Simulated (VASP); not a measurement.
Method: PBE GGA + U (Dudarev), VASP's PBE PAW potentials (set 64) (plane waves; VASP 6.6.1).

VASP input:

File KPOINTS:
```
Automatic
0
Gamma
6 6 5
```

File POSCAR:
```
CuP
1
    1.9039440000    -5.0312400000     0.0000000000
    1.9039440000     5.0312400000     0.0000000000
    0.0000000000     0.0000000000     3.7521410000
P Cu
2 2
Direct
  0.5640000000   0.4360000000   0.2500000000
  0.4360000000   0.5640000000   0.7500000000
  0.8547500000   0.1452500000   0.2500000000
  0.1452500000   0.8547500000   0.7500000000
```

### INCAR
```
! general
SYSTEM    = CuP
PREC      = Accurate
ENCUT     = 400   ! plane-wave cut-off (eV)
LREAL     = F   ! projection in real space or not
LASPH     = T   ! aspherical one-centre terms

! electronic loop
EDIFF     = 1E-6   ! SCF stop (eV)
NELM      = 100
ALGO      = Normal
LMAXMIX   = 4   ! l cut-off of mixed one-centre charges

! smearing
ISMEAR    = 0
SIGMA     = 0.05   ! width (eV)

! functional
GGA       = PE   ! PBE

! DFT+U
LDAU      = T
LDAUTYPE  = 2   ! Dudarev
LDAUL     = -1 2
LDAUU     = 0 1.0
LDAUJ     = 0 0
LDAUPRINT = 1

! ions
ISIF      = 2   ! forces and stress, cell fixed

! output
LWAVE     = F
LCHARG    = F
LORBIT    = 10
```

POTCAR, in this order: P Cu (PBE.64 set). Program: vasp_std.

Output of the run:

**OUTCAR**
```
 ion  position               nearest neighbor table
   1  0.564  0.436  0.250-   2 2.28   2 2.28   4 2.80   4 2.80   4 2.80   4 2.80   3 2.84   3 2.84
  LATTYP: Found a base centered orthorhombic cell.
 ALAT       =     3.8078880000
 B/A-ratio  =     2.6425357048
 C/A-ratio  =     0.9853601261
 Subroutine PRICEL returns:
 Original cell was already a primitive cell.
 Subroutine GETGRP returns: Found  8 space group operations
The static configuration has the point symmetry C_2h.
 The point group associated with its full space group is D_2h.
The dynamic configuration has the point symmetry C_2h.
 Subroutine INISYM returns: Found  8 space group operations
 Subroutine IBZKPT returns following result:
 Found     39 irreducible k-points:

 Following reciprocal coordinates:
            Coordinates               Weight
  0.000000  0.000000  0.000000      1.000000
  0.166667 -0.000000  0.000000      4.000000
  0.333333 -0.000000  0.000000      4.000000
  0.500000 -0.000000  0.000000      2.000000
  0.166667  0.166667  0.000000      2.000000
  0.333333  0.166667  0.000000      4.000000
  0.500000  0.166667  0.000000      4.000000
...
```

File OSZICAR:
```
       N       E                     dE             d eps       ncg     rms          rms(c)
DAV:   1     0.197968059919E+03    0.19797E+03   -0.11991E+04  1560   0.161E+03
DAV:   2    -0.146394708996E+01   -0.19943E+03   -0.19244E+03  1560   0.327E+02
DAV:   3    -0.158118580786E+02   -0.14348E+02   -0.13357E+02  2140   0.107E+02
DAV:   4    -0.164866105254E+02   -0.67475E+00   -0.66426E+00  2284   0.204E+01
DAV:   5    -0.165027318963E+02   -0.16121E-01   -0.16106E-01  2040   0.290E+00    0.114E+01
DAV:   6    -0.171273016840E+02   -0.62457E+00   -0.25120E+01  1960   0.125E+02    0.967E+00
DAV:   7    -0.152302815371E+02    0.18970E+01   -0.72944E+00  1856   0.757E+01    0.344E+00
DAV:   8    -0.152505444193E+02   -0.20263E-01   -0.14729E+00  2468   0.231E+01    0.196E+00
DAV:   9    -0.152153784805E+02    0.35166E-01   -0.24872E-01  2336   0.112E+01    0.367E-01
DAV:  10    -0.152164129495E+02   -0.10345E-02   -0.12735E-02  2444   0.205E+00    0.200E-01
DAV:  11    -0.152164149586E+02   -0.20092E-05   -0.50161E-03  2152   0.183E+00    0.136E-01
DAV:  12    -0.152161399370E+02    0.27502E-03   -0.11810E-03  1956   0.886E-01    0.235E-02
DAV:  13    -0.152161389221E+02    0.10148E-05   -0.90309E-05  2456   0.856E-02    0.237E-02
DAV:  14    -0.152161388929E+02    0.29245E-07   -0.84302E-06  2272   0.567E-02
   1 F= -.15216139E+02 E0= -.15214982E+02  d E =-.231366E-02
```

OUTCAR:
```
------------------------ aborting loop because EDIFF is reached ----------------------------------------
  FORCE on cell =-STRESS in cart. coord.  units (eV):
  Direction    XX          YY          ZZ          XY          YZ          ZX
  --------------------------------------------------------------------------------------
  Total       -4.0881172     -4.4134448     -4.4221828      0.0000000     -0.0000000      0.0000000
  in kB      -91.1161937    -98.3671143    -98.5618662      0.0000000     -0.0000000      0.0000000
  external PRESSURE =     -96.0150581 kB  Pullay stress =       0.0000000 kB
  volume of cell :       71.89
      direct lattice vectors                 reciprocal lattice vectors
     1.903944000 -5.031240000  0.000000000     0.262612766 -0.099379080  0.000000000
     1.903944000  5.031240000  0.000000000     0.262612766  0.099379080  0.000000000
     0.000000000  0.000000000  3.752141000     0.000000000  0.000000000  0.266514505
 POSITION                                       TOTAL-FORCE (eV/Angst)
 -----------------------------------------------------------------------------------
      1.90394     -0.64400      0.93804         0.000000     -1.109358     -0.000000
      1.90394      0.64400      2.81411         0.000000      1.109358     -0.000000
      1.90394     -3.56966      0.93804         0.000000      0.112841     -0.000000
      1.90394      3.56966      2.81411         0.000000     -0.112841      0.000000
 -----------------------------------------------------------------------------------
    total drift:                                0.000000     -0.000000     -0.000000
  FREE ENERGIE OF THE ION-ELECTRON SYSTEM (eV)
  ---------------------------------------------------
  free  energy   TOTEN  =       -15.2161388929 eV

  energy  without entropy=      -15.2138252347  energy(sigma->0) =      -15.21498206

 total charge

# of ion       s       p       d       tot
------------------------------------------
    1        1.102   1.282   0.000   2.384
    2        1.102   1.282   0.000   2.384
    3        0.300   0.157   9.303   9.761
    4        0.300   0.157   9.303   9.761
--------------------------------------------------
tot          2.805   2.879  18.607  24.291
```
(Selected blocks of OUTCAR.)

### OUTCAR
```
 val. band max:        5.4700776458   @ k =   0.5000  -0.0000   0.0000

 cond. band min:       5.4798931383   @ k =   0.5000   0.3333   0.2000


 Fermi energy:         5.4750089686

 k-point     1 :       0.0000    0.0000    0.0000
  band No.  band energies     occupation
      1      -8.4518      2.00000
      2      -2.4097      2.00000
      3       0.6077      2.00000
      4       1.0803      2.00000
      5       1.5748      2.00000
      6       2.2541      2.00000
      7       2.8751      2.00000
      8       3.0115      2.00000
      9       3.0257      2.00000
     10       3.0976      2.00000
     11       3.0999      2.00000
     12       3.2034      2.00000
     13       3.2870      2.00000
     14       3.5211      2.00000
     15       4.3584      2.00000
     16       4.5083      2.00000
     17       6.4989      0.00000
     18       6.8393      0.00000
     19       8.1054      0.00000
     20       9.3774      0.00000

 k-point     2 :       0.1667   -0.0000    0.0000
  band No.  band energies     occupation
      1      -8.3214      2.00000
      2      -2.3458      2.00000
      3       0.4246      2.00000
      4       0.6220      2.00000
      5       1.8622      2.00000
      6       2.3710      2.00000
      7       2.8725      2.00000
      8       2.8988      2.00000
      9       2.9408      2.00000
     10       2.9790      2.00000
     11       3.1669      2.00000
     12       3.3038      2.00000
     13       3.4146      2.00000
     14       3.4189      2.00000
     15       3.7599      2.00000
     16       4.6266      2.00000
     17       5.6509      0.00000
     18       8.1406      0.00000
     19       8.2567      0.00000
     20       9.5898      0.00000

 k-point     3 :       0.3333   -0.0000    0.0000
  band No.  band energies     occupation
      1      -8.0309      2.00000
      2      -2.1955      2.00000
      3      -0.5923      2.00000
      4       0.6423      2.00000
      5       1.9483      2.00000
...
```

The structure was generated: CuP was put into the CrB type (Cmcm), which need not be its known phase. The cell was not relaxed at this level. The k-mesh is coarse (spacing up to 0.33 per Å, 2π included), so the numbers may not be converged in it. The run is one of a series of settings (LDAU = .TRUE., LDAUJ = 0 0, LDAUL = -1 2, LDAUTYPE = 2, LDAUU = 0 1.0 against the base run), some of them coarse on purpose.
